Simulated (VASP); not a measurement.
# MnRuN2 (I-4m2) in VASP: relaxation of cell and atoms with PBE

Aim: the relaxation of cell and atoms of MnRuN2 with PBE.

Program: VASP 6.6.1. These are calculated values, not measurements. Logs are shortened: lines on timing, memory, paths and dates and some standing lists are left out, and cuts for length are marked.

## (1) The crystal as given

It takes space group I-4m2 (No. 119, tetragonal). The conventional cell has a = 4.337 Å, b = 4.337 Å, c = 5.223 Å, α = 90.00°, β = 90.00°, γ = 90.00°. Mn (site symmetry -4m2) is surrounded by 4 Ru at 2.53 Å and 6 N at 2.53 to 2.61 Å. Ru (site symmetry -4m2) has 6 N at 2.53 to 2.61 Å and 4 Mn at 2.53 Å as nearest neighbours. N (site symmetry -4m2) is surrounded by 4 N at 2.53 Å and 4 Mn at 2.53 Å and 2 Ru at 2.61 Å. N (site symmetry -4m2) has 4 Ru at 2.53 Å and 4 N at 2.53 Å and 2 Mn at 2.61 Å as nearest neighbours.

The cell was built by a generator and needn't be a form met in nature.

## (2) Relaxation of cell and atoms, PBE, collinear spin, ferromagnetic start

The input, INCAR:

```
SYSTEM = MnRuN2
  ALGO = Fast
  EDIFF = 1E-4
  EDIFFG = -0.08
  ENCUT = 520
  GGA = PE
  IBRION = 2
  ISIF = 3
  ISMEAR = 0
  ISPIN = 2
  LASPH = .True.
  LCHARG = .False.
  LMAXMIX = 4
  LORBIT = 11
  LREAL = .False.
  LWAVE = .False.
  MAGMOM = 4 1 0 0
  NELM = 60
  NSW = 24
  PREC = Normal
  SIGMA = 0.15
```

The input, KPOINTS:

```
k-points
0
Gamma
  5 5 5
  0 0 0
```

The input, POSCAR:

```
MnRuN2
1.0
   -2.1682790800      2.1682790800      2.6115575400
    2.1682790800     -2.1682790800      2.6115575400
    2.1682790800      2.1682790800     -2.6115575400
Mn Ru N
1 1 2
Direct
    0.2500000000      0.7500000000      0.5000000000
    0.5000000000      0.5000000000      0.0000000000
    0.0000000000      0.0000000000      0.0000000000
    0.7500000000      0.2500000000      0.5000000000
```

Potentials or basis: VASP PAW PBE potentials, release 64 (Mn_pv, Ru_pv, N).

Started as:

```
$ cat potpaw_PBE.64/Mn_pv/POTCAR potpaw_PBE.64/Ru_pv/POTCAR potpaw_PBE.64/N/POTCAR > POTCAR
$ mpirun -np 1 vasp_std > vasp.out
```

OUTCAR:

```text
SYSTEM = MnRuN2
   EDIFF = 1E-4
   EDIFFG = -0.08
   ENCUT = 520
   GGA = PE
   IBRION = 2
   ISIF = 3
   ISMEAR = 0
   ISPIN = 2
   LASPH = .True.
   LORBIT = 11
   LREAL = .False.
   NELM = 60
   NSW = 24
   PREC = Normal

 ion  position               nearest neighbor table
   1  0.250  0.750  0.500-   2 2.53   2 2.53   2 2.53   2 2.53
   2  0.500  0.500  0.000-   1 2.53   4 2.53   1 2.53   4 2.53   1 2.53   4 2.53   1 2.53   4 2.53

   3  0.000  0.000  0.000-
   4  0.750  0.250  0.500-   2 2.53   2 2.53   2 2.53   2 2.53

  LATTYP: Found a body centered tetragonal cell.
 ALAT       =     4.3365581600
 C/A-ratio  =     1.2044379177

  Lattice vectors:

 A1 = (  -2.1682790800,   2.1682790800,   2.6115575400)
 A2 = (   2.1682790800,  -2.1682790800,   2.6115575400)
 A3 = (   2.1682790800,   2.1682790800,  -2.6115575400)

Analysis of symmetry for initial positions (statically):
=====================================================================
 Subroutine PRICEL returns:
 Original cell was already a primitive cell.

 Routine SETGRP: Setting up the symmetry group for a
 body centered tetragonal supercell.

 Subroutine GETGRP returns: Found  8 space group operations
 (whereof  8 operations were pure point group operations)
 out of a pool of 16 trial point group operations.

The static configuration has the point symmetry D_2d.

Analysis of symmetry for dynamics (positions and initial velocities):
=====================================================================
 Subroutine PRICEL returns:
 Original cell was already a primitive cell.

 Routine SETGRP: Setting up the symmetry group for a
 body centered tetragonal supercell.

 Subroutine GETGRP returns: Found  8 space group operations
 (whereof  8 operations were pure point group operations)
 out of a pool of 16 trial point group operations.

The dynamic configuration has the point symmetry D_2d.

Analysis of structural, dynamic, and magnetic symmetry:
=====================================================================
 Subroutine PRICEL returns:
 Original cell was already a primitive cell.

 Routine SETGRP: Setting up the symmetry group for a
 body centered tetragonal supercell.

 Subroutine GETGRP returns: Found  8 space group operations
 (whereof  8 operations were pure point group operations)
 out of a pool of 16 trial point group operations.

The overall configuration has the point symmetry D_2d.

 Subroutine INISYM returns: Found  8 space group operations
 (whereof  8 operations are pure point group operations),
 and found     1 'primitive' translations

----------------------------------------------------------------------------------------

                                     Primitive cell

  volume of cell :      49.1123

  direct lattice vectors                    reciprocal lattice vectors
    -2.168279080  2.168279080  2.611557540     0.000000000  0.230597622  0.191456628
     2.168279080 -2.168279080  2.611557540     0.230597622  0.000000000  0.191456628
     2.168279080  2.168279080 -2.611557540     0.230597622  0.230597622  0.000000000

  length of vectors
     4.027791097  4.027791097  4.027791097     0.299718040  0.299718040  0.326114285

  position of ions in fractional coordinates (direct lattice)
     0.250000000  0.750000000  0.500000000
     0.500000000  0.500000000  0.000000000
     0.000000000  0.000000000  0.000000000
     0.750000000  0.250000000  0.500000000

  ion indices of the primitive-cell ions
   primitive index   ion index
                 1           1
                 2           2
                 3           3
                 4           4

----------------------------------------------------------------------------------------

 KPOINTS: k-points
[... 26 lines left out ...]
  0.200000  0.000000 -0.000000      8.000000
  0.400000  0.000000 -0.000000      8.000000
  0.200000  0.200000 -0.000000      8.000000
  0.400000  0.200000 -0.000000     16.000000
 -0.400000  0.200000  0.000000     16.000000
[... 10 lines left out ...]
 -0.400000  0.400000  0.400000      4.000000
 -0.400000 -0.400000  0.400000      2.000000
   k-points           NKPTS =     18   k-points in BZ     NKDIM =     18   number of bands    NBANDS=     25
   number of dos      NEDOS =    301   number of ions     NIONS =      4
   total plane-waves  NPLWV =  13824
   dimension x,y,z NGX =    24 NGY =   24 NGZ =   24
   dimension x,y,z NGXF=    48 NGYF=   48 NGZF=   48
   ions per type =               1   1   2
   NGX,Y,Z   is equivalent  to a cutoff of   9.91,  9.91,  9.91 a.u.
   NGXF,Y,Z  is equivalent  to a cutoff of  19.81, 19.81, 19.81 a.u.
 SYSTEM =  MnRuN2
   PREC   = normal    normal or accurate (medium, high low for compatibility)
   ISTART =      0    job   : 0-new  1-cont  2-samecut
   ICHARG =      2    charge: 1-file 2-atom 10-const
   ISPIN  =      2    spin polarized calculation?
   LNONCOLLINEAR =      F non collinear calculations
   LSORBIT =      F    spin-orbit coupling
   LASPH  =      T    aspherical Exc in radial PAW
   ENCUT  =  520.0 eV  38.22 Ry    6.18 a.u.   7.49  7.49  7.49*2*pi/ulx,y,z
   NELM   =     60;   NELMIN=  2; NELMDL= -5     # of ELM steps
   EDIFF  = 0.1E-03   stopping-criterion for ELM
   LREAL  =      F    real-space projection
   EDIFFG = -.8E-01   stopping-criterion for IOM
   NSW    =     24    number of steps for IOM
   IBRION =      2    ionic relax: 0-MD 1-quasi-New 2-CG
   NFREE  =      1    steps in history (QN), initial steepest desc. (CG)
   ISIF   =      3    stress and relaxation
   ISYM   =      2    0-nonsym 1-usesym 2-fastsym
   POTIM  = 0.5000    time-step for ionic-motion
   TEBEG  =    0.0;   TEEND  =   0.0 temperature during run
   PSTRESS=    0.0 pullay stress
   NELECT =      37.0000    total number of electrons
   NUPDOWN=      -1.0000    fix difference up-down
   EMIN   =  10.00;   EMAX   =-10.00  energy-range for DOS
   EFERMI =   0.00;   METHOD = LEGACY
   ISMEAR =     0;   SIGMA  =   0.15  broadening in eV -4-tet -1-fermi 0-gaus
   EFERMI_NEDOS =   21; number of points for ismear=-14 and -15
   IALGO  =     68    algorithm
   IMIX   =      4    mixing-type and parameters
     AMIX     =   0.40;   BMIX     =  1.00
     AMIX_MAG =   1.60;   BMIX_MAG =  1.00
  volume/ion in A,a.u.               =      12.28        82.86
  Fermi-wavevector in a.u.,A,eV,Ry     =   1.489631  2.814995 30.191342  2.219001
  Thomas-Fermi vector in A             =   2.602515
   LORBIT       =     11    0 simple, 1 ext, 2 COOP (PROOUT), +10 PAW based schemes
   GGA     = PE    functional components
   LHFCALC =     F    Hartree Fock is set to
   AEXX    =    0.0000 exact exchange contribution
   IVDW    =     0    specifies the selected vdW correction
   LEPSILON=     F    determine dielectric tensor
   LRPA    =     F    only Hartree local field effects (RPA)
 conjugate gradient relaxation of ions
 spin polarized calculation
 RMM-DIIS sequential band-by-band and
 Gauss-broadening in eV      SIGMA  =   0.15
  energy-cutoff  :      520.00
  volume of cell :       49.11
 maximum number of plane-waves:      1341
   NGX = 15   NGY = 15   NGZ = 15

--------------------------------------- Ionic step        1  -------------------------------------------

 number of electron      36.9999961 magnetization       1.3837199

 Free energy of the ion-electron system (eV)
  ---------------------------------------------------
  ext. energy  EPLUGINS =         0.00000000
  ---------------------------------------------------
  free energy    TOTEN  =       -27.32195285 eV

  energy without entropy =      -27.29032384  energy(sigma->0) =      -27.30613835

------------------------ aborting loop because EDIFF is reached ----------------------------------------

  FORCE on cell =-STRESS in cart. coord.  units (eV):
  Direction    XX          YY          ZZ          XY          YZ          ZX
  --------------------------------------------------------------------------------------
  -------------------------------------------------------------------------------------
  Total       -7.1407046     -7.1407046    -13.0504722      0.0000000      0.0000000      0.0000000
  in kB     -232.9494544   -232.9494544   -425.7423541      0.0000000      0.0000000      0.0000000
  external PRESSURE =    -297.2137543 kB  Pullay stress =       0.0000000 kB
[... 97 lines left out ...]
  FREE ENERGIE OF THE ION-ELECTRON SYSTEM (eV)
  ---------------------------------------------------
  free  energy   TOTEN  =       -28.7728841943 eV

  energy  without entropy=      -28.7453725041  energy(sigma->0) =      -28.75912835

 E-fermi :  10.2406     XC(G=0): -13.4610

 val. band max:       10.2144989005   @ k =  -0.2000   0.4000   0.2000
 cond. band min:      10.2822109865   @ k =   0.4000   0.4000  -0.0000
 fundamental gap:      0.0677120860
 Fermi energy:        10.2406496185

 spin component 1

 k-point     1 :       0.0000    0.0000    0.0000
  band No.  band energies     occupation
      1     -38.8181      1.00000
      2     -38.6849      1.00000
      3     -38.6849      1.00000
      4     -33.7314      1.00000
      5     -32.9308      1.00000
      6     -32.9308      1.00000
[... 1000 lines left out ...]
     24      14.1748      0.00000
     25      19.7635      0.00000

[... ionic steps 4 to 18 ...]

--------------------------------------- Ionic step       19  -------------------------------------------

 number of electron      37.0000001 magnetization       1.4339060

------------------------ aborting loop because EDIFF is reached ----------------------------------------
[... 71 lines left out ...]
--------------------------------------- Ionic step       21  -------------------------------------------

 number of electron      36.9999997 magnetization       1.4273316

 Free energy of the ion-electron system (eV)
  ---------------------------------------------------
  ext. energy  EPLUGINS =         0.00000000
  ---------------------------------------------------
  free energy    TOTEN  =       -31.70169967 eV

  energy without entropy =      -31.68490591  energy(sigma->0) =      -31.69330279

 E-fermi :   8.2893     XC(G=0): -12.6428

 val. band max:        8.2399127906   @ k =   0.0000   0.0000   0.0000
 cond. band min:       8.3367957802   @ k =  -0.2000   0.2000   0.0000
 fundamental gap:      0.0968829897
 Fermi energy:         8.2893407546

 spin component 1

 k-point     1 :       0.0000    0.0000    0.0000
  band No.  band energies     occupation
      1     -41.0327      1.00000
      2     -40.9164      1.00000
      3     -40.9164      1.00000
      4     -35.3834      1.00000
      5     -34.5636      1.00000
      6     -34.5636      1.00000
[... 1031 lines left out ...]
  FREE ENERGIE OF THE ION-ELECTRON SYSTEM (eV)
  ---------------------------------------------------
  free  energy   TOTEN  =       -31.7016996651 eV

  energy  without entropy=      -31.6849059119  energy(sigma->0) =      -31.69330279

 reached required accuracy - stopping structural energy minimisation

 total charge

# of ion       s       p       d       tot
------------------------------------------
    1        0.355   6.362   5.122  11.838
    2        0.384   6.355   6.047  12.787
    3        1.324   2.297   0.000   3.621
    4        1.317   2.233   0.000   3.550
--------------------------------------------------
tot          3.379  17.247  11.169  31.796

 magnetization (x)

# of ion       s       p       d       tot
------------------------------------------
    1        0.016   0.015   1.598   1.629
    2       -0.010   0.002   0.016   0.008
    3       -0.002  -0.067   0.000  -0.069
    4       -0.011  -0.135   0.000  -0.146
--------------------------------------------------
tot         -0.007  -0.185   1.614   1.422
```

Run time: 6.7 min. Hardware: 1 thread of Intel Xeon Platinum 8259CL at 2.50GHz (Skylake/Cascade Lake), shared host; peak memory 0.19 GiB.

Results:

```
Free energy                                           : -31.7017 eV
Relaxed volume                                        : 10.85 Å³/atom
Relaxed cell                                          : a = 3.896 Å, b = 3.896 Å, c = 3.896 Å, α = 102.90°, β = 102.90°, γ = 123.60°
Space group after relaxing (to 0.05 Å)                : I-4m2 (No. 119)
Energy gained by relaxing                             : 1094.9 meV/atom
Ionic steps                                           : 21
Pressure after relaxing                               : 0.0 GPa
Band gap on the k mesh                                : none (metal or under the smearing width)
Net moment                                            : 1.43 μB per cell
Site moments                                          : Mn +1.63; Ru +0.01; N -0.07, -0.15 μB
Valence electrons inside the program's atomic spheres : Mn 11.84; Ru 12.79; N 3.62, 3.55
```

Step by step:
| step | energy change (eV) | largest force (eV/Å) | pressure (GPa) | volume (Å³) |
| --- | --- | --- | --- | --- |
| 1 | 0.0000 | 0.0000 | -29.72 | 49.11 |
| 2 | -1.2176 | 0.0000 | 33.47 | 34.56 |
| 3 | -1.4509 | 0.0000 | 3.91 | 37.92 |
| 4 | -2.2751 | 0.0000 | 8.38 | 36.99 |
| 5 | 4.4356 | 0.0000 | 220.06 | 32.11 |
| 6 | -2.5940 | 0.0000 | 8.89 | 36.61 |
| 7 | -3.1320 | 0.0000 | 57.48 | 34.68 |
| 8 | -3.2632 | 0.0000 | 33.55 | 35.39 |
| 9 | -3.2670 | 0.0000 | 40.70 | 35.16 |
| 10 | -3.4733 | 0.0000 | 41.75 | 35.74 |
| 11 | -3.3712 | 0.0000 | 55.81 | 37.34 |
| 12 | -3.6001 | 0.0000 | 46.60 | 36.43 |
| 13 | -3.9338 | 0.0000 | 32.43 | 37.93 |
| 14 | -4.3556 | 0.0000 | 5.42 | 42.03 |
| 15 | -4.3764 | 0.0000 | 0.38 | 43.13 |
| 16 | -4.3767 | 0.0000 | -0.82 | 43.43 |
| 17 | -4.3769 | 0.0000 | -0.64 | 43.28 |
| 18 | -4.3786 | 0.0000 | -0.16 | 43.34 |
| 19 | -4.3796 | 0.0000 | 0.71 | 43.51 |
| 20 | -4.3799 | 0.0000 | 0.59 | 43.48 |
| 21 | -4.3797 | 0.0000 | -0.01 | 43.41 |

Final structure:
```
Mn Ru N
1.0
    -2.42787    2.42787    1.84109
     2.42787   -2.42787    1.84109
     2.42787    2.42787   -1.84109
Mn Ru N
1 1 2
Direct
  0.25000 0.75000 0.50000
  0.50000 0.50000 0.00000
  0.00000 0.00000 0.00000
  0.75000 0.25000 0.50000
```

Caveat: the k mesh is coarse (spacing up to 0.41 Å⁻¹), so the values aren't converged; a cell with one magnetic atom can't hold antiferromagnetic order, which such compounds often take; the relaxation stopped at a loose force limit of 0.08 eV/Å, so its end isn't a converged minimum. With open d or f shells a metallic result of PBE can be an artefact of self-interaction; +U or a hybrid may open a gap.
